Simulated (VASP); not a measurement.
Computed with PBE GGA + U (Dudarev), VASP's PBE PAW potentials (set 64) (plane waves; VASP 6.6.1).

The input files of a VASP run:

**INCAR**
```
ISIF=2   # forces and stress, cell fixed
LCHARG=.False.
LWAVE=.False.
LDAUL=-1 2
SIGMA=0.1
LORBIT=10
GGA=PE
ISMEAR=1   # Methfessel-Paxton
NELM=100   # most electronic steps
LASPH=.True.
ALGO=Normal
LDAU=.True.
SYSTEM=Ni3Si
ENCUT=400
LDAUPRINT=1
LREAL=.False.   # projection in real space or not
EDIFF=1E-6   # SCF stop (eV)
LMAXMIX=4   # l cut-off of mixed one-centre charges
LDAUTYPE=2
PREC=Accurate
LDAUJ=0 0
LDAUU=0 5.0
```

### POSCAR
```
Ni3Si
1
    3.5332220000     0.0000000000     0.0000000000
    0.0000000000     3.4466040000     0.0000000000
    0.0000000000     0.0000000000     3.5558220000
Si Ni
1 3
Direct
  0.0000000000   0.0000000000   0.0000000000
  0.0000000000   0.5000000000   0.5000000000
  0.5000000000   0.0000000000   0.5000000000
  0.5058990000   0.5000000000   0.0000000000
```

### KPOINTS
```
Automatic mesh
0
Gamma
  8 8 8
0 0 0
```

POTCAR, in this order: Si Ni (PBE.64 set). Program: vasp_std.

Output

### OSZICAR
```
       N       E                     dE             d eps       ncg     rms          rms(c)
DAV:   1     0.185692115974E+03    0.18569E+03   -0.13600E+04  5290   0.181E+03
DAV:   2    -0.616794015284E+01   -0.19186E+03   -0.18475E+03  5255   0.331E+02
DAV:   3    -0.160273905897E+02   -0.98595E+01   -0.95992E+01  5730   0.106E+02
DAV:   4    -0.161872128425E+02   -0.15982E+00   -0.15924E+00  5965   0.119E+01
DAV:   5    -0.161918954595E+02   -0.46826E-02   -0.46821E-02  6139   0.195E+00    0.163E+01
DAV:   6    -0.161759617218E+02    0.15934E-01   -0.24812E+01  5796   0.842E+01    0.111E+01
DAV:   7    -0.145004605893E+02    0.16755E+01   -0.77940E+00  5775   0.486E+01    0.418E+00
DAV:   8    -0.145197060296E+02   -0.19245E-01   -0.52939E-01  7320   0.152E+01    0.235E+00
DAV:   9    -0.144833623857E+02    0.36344E-01   -0.13318E-01  6389   0.136E+01    0.930E-01
DAV:  10    -0.144819284762E+02    0.14339E-02   -0.18097E-02  6670   0.265E+00    0.577E-01
DAV:  11    -0.144827748525E+02   -0.84638E-03   -0.64412E-03  7787   0.226E+00    0.403E-01
DAV:  12    -0.144819908103E+02    0.78404E-03   -0.36035E-03  6869   0.221E+00    0.958E-02
DAV:  13    -0.144820771319E+02   -0.86322E-04   -0.70281E-04  6181   0.442E-01    0.417E-02
DAV:  14    -0.144820638968E+02    0.13235E-04   -0.88721E-05  6428   0.153E-01    0.167E-02
DAV:  15    -0.144820615935E+02    0.23033E-05   -0.17585E-05  6013   0.845E-02    0.604E-03
DAV:  16    -0.144820603686E+02    0.12249E-05   -0.23511E-06  4181   0.392E-02    0.301E-03
DAV:  17    -0.144820602760E+02    0.92657E-07   -0.47827E-07  2900   0.191E-02
   1 F= -.14482060E+02 E0= -.14482402E+02  d E =0.102650E-02
```

### OUTCAR
```
------------------------ aborting loop because EDIFF is reached ----------------------------------------
  FORCE on cell =-STRESS in cart. coord.  units (eV):
  Direction    XX          YY          ZZ          XY          YZ          ZX
  --------------------------------------------------------------------------------------
  Total       -3.7857735     -3.1482289     -4.0138952      0.0000000      0.0000000      0.0000000
  in kB     -140.0757256   -116.4862226   -148.5163566      0.0000000      0.0000000      0.0000000
  external PRESSURE =    -135.0261016 kB  Pullay stress =       0.0000000 kB
  volume of cell :       43.30
      direct lattice vectors                 reciprocal lattice vectors
     3.533222000  0.000000000  0.000000000     0.283027786  0.000000000  0.000000000
     0.000000000  3.446604000  0.000000000     0.000000000  0.290140672  0.000000000
     0.000000000  0.000000000  3.555822000     0.000000000  0.000000000  0.281228925
 POSITION                                       TOTAL-FORCE (eV/Angst)
 -----------------------------------------------------------------------------------
      0.00000      0.00000      0.00000         0.037287      0.000000      0.000000
      0.00000      1.72330      1.77791         0.089705      0.000000      0.000000
      1.76661      0.00000      1.77791        -0.010005      0.000000      0.000000
      1.78745      1.72330      0.00000        -0.116986      0.000000      0.000000
 -----------------------------------------------------------------------------------
    total drift:                               -0.000589     -0.000000      0.000015
  FREE ENERGIE OF THE ION-ELECTRON SYSTEM (eV)
  ---------------------------------------------------
  free  energy   TOTEN  =       -14.4820602760 eV

  energy  without entropy=      -14.4830867752  energy(sigma->0) =      -14.48240244

 total charge

# of ion       s       p       d       tot
------------------------------------------
    1        0.741   0.780   0.000   1.521
    2        0.455   0.492   8.671   9.619
    3        0.453   0.487   8.667   9.607
    4        0.456   0.494   8.673   9.623
--------------------------------------------------
tot          2.105   2.253  26.012  30.370
```
(Selected blocks of OUTCAR.)

The compound is Ni3Si in the L1_2 structure. The cell was not relaxed at this level, atoms are displaced from their ideal sites. The run is one of a series of settings (LDAU = .TRUE., LDAUJ = 0 0, LDAUL = -1 2, LDAUTYPE = 2, LDAUU = 0 5.0 against the base run), some of them coarse on purpose. The run is not spin-polarised, so no magnetic state was tried.
